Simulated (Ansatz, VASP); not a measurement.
## BiMo: VASP beside Ansatz

File INCAR:

```
PREC = Accurate ; ENCUT = 520
EDIFF = 1E-8 ; ISMEAR = -1
SIGMA = 0.08 ; LREAL = False
LASPH = True ; NELM = 60
ALGO = Normal ; ISIF = 2
LWAVE = False ; LCHARG = False
GGA = PE ; LEFG = True
NBANDS = 22
```

KPOINTS

```
regular mesh
0
Gamma
  11 11 11
```

The input POSCAR:

```
BiMo
1.0
    0.0000000000      3.1365627033      3.1365627033
    3.1365627033      0.0000000000      3.1365627033
    3.1365627033      3.1365627033      0.0000000000
Mo Bi
1 1
Direct
    0.0000000000      0.0000000000      0.0000000000
    0.2500000000      0.2500000000      0.2500000000
```

Input for Ansatz:

```yaml
crystal:
  lattice:
    - [0.0, 3.1365627033, 3.1365627033]
    - [3.1365627033, 0.0, 3.1365627033]
    - [3.1365627033, 3.1365627033, 0.0]
  atoms:
    - { symbol: Mo, position: [0.0, 0.0, 0.0] }
    - { symbol: Bi, position: [0.25, 0.25, 0.25] }
kpoints:
  mp_grid: { grid: [11, 11, 11] }
scf:
  occupations: { method: fermi_dirac, width: 0.08 }
hamiltonian:
  xc: pbe
  pseudopotentials: { kind: paw }
output:
  forces: true
  stress: true
  eigenvalues: true
  efg: { contact_densities: true }
```

Change from the starting cell: volume scaled by 0.98, PAW files.

Alike in both runs: task electric field gradients; functional PBE; k mesh 11 × 11 × 11; occupations fermi-dirac, width 0.08 eV; no spin polarisation.

|  | VASP | Ansatz |
| --- | --- | --- |
| version | VASP 6.6.1 | Ansatz 0.2.0 |
| potentials or method | VASP PAW PBE potentials, release 64 (Mo_sv, Bi_d) | PAW with Ansatz's default frozen-core files, scalar-relativistic |
| plane-wave cutoff (eV) | 520 | 420 |
| valence electrons in the cell | 29 | 29 |

|  | VASP | Ansatz | Ansatz less VASP |
| --- | --- | --- | --- |
| pressure (GPa) | 1.4 | 1.4 | -0.03 |
| Vzz of the field gradient on the site that differs most (V/Å²) | 0.0 | 0.0 | 0.00 |

Ansatz warned: «gradients_without_spin_orbit».

Caveats: spin-orbit coupling is left out, which moves the levels of the heavy elements.
